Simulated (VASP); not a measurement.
Level of theory: PBEsol GGA, VASP's PBE PAW potentials (set 64) (plane waves; VASP).

Input for VASP

**POSCAR**
```
RuAl
1
    2.9547389915     0.0000000000     0.0000000000
    0.0000000000     2.9547389915     0.0000000000
    0.0000000000     0.0000000000     2.9547389915
Al Ru
1 1
Direct
  0.5000000000   0.5000000000   0.5000000000
  0.0000000000   0.0000000000   0.0000000000
```

**INCAR**
```
SYSTEM = RuAl
PREC = Accurate; ENCUT = 500; LREAL = .False.
LASPH = .True.
EDIFF = 1E-6; NELM = 100; ALGO = Normal
LMAXMIX = 4
ISMEAR = 1; SIGMA = 0.1
GGA = PS
IBRION = 2; NSW = 40; ISIF = 3
EDIFFG = -0.02; PSTRESS = 100
LWAVE = .False.; LCHARG = .False.
```

File KPOINTS:
```
Automatic mesh
0
Gamma
12 12 12
0 0 0
```

POTCAR, in this order: Al Ru_pv (PBE.64 set). Program: vasp_std.

Question: Estimate the energy per atom (σ→0), volume per atom, band gap (on the k-mesh).

Answer: 
```
Item                                                        Result
------------------------  ----------------------------------------
energy per atom (σ→0)                               -7.747 eV/atom
band gap (on the k-mesh)  none (metal, semimetal or under 0.01 eV)
volume per atom                                      12.65 Å³/atom
```

**OSZICAR**
```
...
DAV:   1    -0.160378204771E+02   -0.63760E+00   -0.81927E+00  2080   0.417E+01    0.637E+00
DAV:   2    -0.155491967827E+02    0.48862E+00   -0.32607E+00  2140   0.218E+01    0.221E+00
DAV:   3    -0.154946997336E+02    0.54497E-01   -0.17237E-01  2132   0.491E+00    0.467E-01
DAV:   4    -0.154943808680E+02    0.31887E-03   -0.13582E-02  2120   0.811E-01    0.139E-01
DAV:   5    -0.154945692523E+02   -0.18838E-03   -0.90307E-04  2440   0.359E-01    0.908E-02
DAV:   6    -0.154946337595E+02   -0.64507E-04   -0.92726E-05  2340   0.102E-01    0.155E-02
DAV:   7    -0.154946344419E+02   -0.68246E-06   -0.95103E-06  2436   0.325E-02
   3 F= -.13916070E+02 E0= -.13915939E+02  d E =-.822680E-02
```

The compound is RuAl in the CsCl type structure. This run relaxes it under an external pressure of 10 GPa. Symmetry was kept, so distortions that lower it aren't found. The electron count is odd and the run is not spin-polarised, which forces a metal.
